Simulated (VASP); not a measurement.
A convergence study with VASP on CaS (rock salt): one setting is varied, all else stays as given below, so the limit is that of these other settings. Each run relaxes cell and ions from the cell shown. The basis is that of the starting cell, so low cut-offs carry a Pulay error.

```xyz
2
Lattice="0.0000 2.8450 2.8450 2.8450 0.0000 2.8450 2.8450 2.8450 0.0000" Properties=species:S:1:pos:R:3 pbc="T T T"
Ca     0.0000     0.0000     0.0000
S      2.8450     2.8450     2.8450
```

All values below come from PBE GGA, VASP's PBE PAW potentials (set 64) (plane waves; VASP). The tightest run used: 700 eV cut-off, 7×7×7 Γ-centred mesh, Gaussian smearing of 0.050 eV, potentials Ca_sv S.

Gaps are read on the run's mesh, which can miss a band edge.

```json
[
 {"setting": "ENCUT = 150", "relaxed volume (Å³/atom)": "18.716", "E (eV/atom)": "-6.0173", "gap on the mesh (eV)": "1.851", "plane waves": "197"},
 {"setting": "ENCUT = 200", "relaxed volume (Å³/atom)": "21.968", "E (eV/atom)": "-5.2691", "gap on the mesh (eV)": "2.315", "plane waves": "307"},
 {"setting": "ENCUT = 250", "relaxed volume (Å³/atom)": "22.992", "E (eV/atom)": "-5.1900", "gap on the mesh (eV)": "2.416", "plane waves": "424"},
 {"setting": "ENCUT = 300", "relaxed volume (Å³/atom)": "23.258", "E (eV/atom)": "-5.1851", "gap on the mesh (eV)": "2.439", "plane waves": "556"}
]
```

Problem. These are the cheaper rows. Estimate the results at ENCUT = 700, and how far the last row shown lies from them.

Solution. 
| quantity | tightest run | last row shown is off by |
|---|---|---|
| relaxed volume (Å³/atom) | 23.372 | -0.114 |
| E (eV/atom) | -5.1828 | -0.0023 |
| gap on the mesh (eV) | 2.450 | -0.010 |

Left out are rungs that failed or repeat a setting and relaxations that didn't move; long series are thinned to 24 rows.

The compound is CaS in the rock salt structure.
